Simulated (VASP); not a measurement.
An input for Ansatz (written as the equivalent of a VASP run, and not itself run):

Ansatz 0.2 input:
```yaml
crystal:
  lattice:
    - [0.0000000, 3.1418700, 3.1418700]
    - [3.1418700, 0.0000000, 3.1418700]
    - [3.1418700, 3.1418700, 0.0000000]
  atoms:
    - { symbol: K, position: [-0.0009270, -0.0003860, -0.0002600] }
    - { symbol: Cl, position: [0.5009270, 0.5003860, 0.5002600] }
kpoints:
  mp_grid: { grid: [5, 5, 5] }
hamiltonian:
  xc: pbe
  pseudopotentials: { kind: paw }
scf:
  occupations: { method: gaussian, width: 0.01 }
  max_iter: 100
relax:
  max_steps: 50
  f_tol: 0.01
  cell: {}
output: { forces: true, stress: true, eigenvalues: true }
```

**Question.** Translate this input to VASP (INCAR, KPOINTS, POSCAR, choice of POTCAR).

**Answer.** Several could match; the one computed here: 
File POSCAR:
```
KCl
1.0
  0.0000000000   3.1418700000   3.1418700000
  3.1418700000   0.0000000000   3.1418700000
  3.1418700000   3.1418700000   0.0000000000
K Cl
1 1
Cart
 -0.0020296480  -0.0037293997  -0.0041252753
  3.1438996480   3.1455993997   3.1459952753
```

INCAR:
```
SYSTEM = KCl
ENCUT = 300
ALGO = Normal   ! blocked Davidson
LCHARG = .FALSE.
EDIFFG = -0.01
GGA = PE   ! PBE
NSW = 50   ! most ionic steps
EDIFF = 1E-6
ISMEAR = 0   ! Gaussian
NELM = 100   ! most electronic steps
PREC = Accurate
LWAVE = .FALSE.
SIGMA = 0.01   ! width (eV)
ISIF = 3   ! ions, shape and volume
LREAL = .FALSE.
IBRION = 2   ! conjugate gradients
LASPH = .TRUE.
```

### KPOINTS
```
Automatic mesh
0
Gamma
5 5 5
0 0 0
```

POTCAR, in this order: K_sv Cl (PBE.64 set). Program: vasp_std.

Limits of the translation: each code has its own PAW files, so the cut-off isn't converted (ENCUT is set for VASP's; basis.ecutwfc is left out, and Ansatz then takes the one that its files recommend); Ansatz stops its SCF on the density residual and VASP on the energy change (EDIFF).

The structure comes from a computed database's KCl entry; how it stands against other phases isn't given here. In the starting cell atoms are displaced from their ideal sites. This run relaxes it. The run is one of a series of settings (EDIFFG = -0.01, IBRION = 2, ISIF = 3, NSW = 50 against the base run), some of them coarse on purpose.
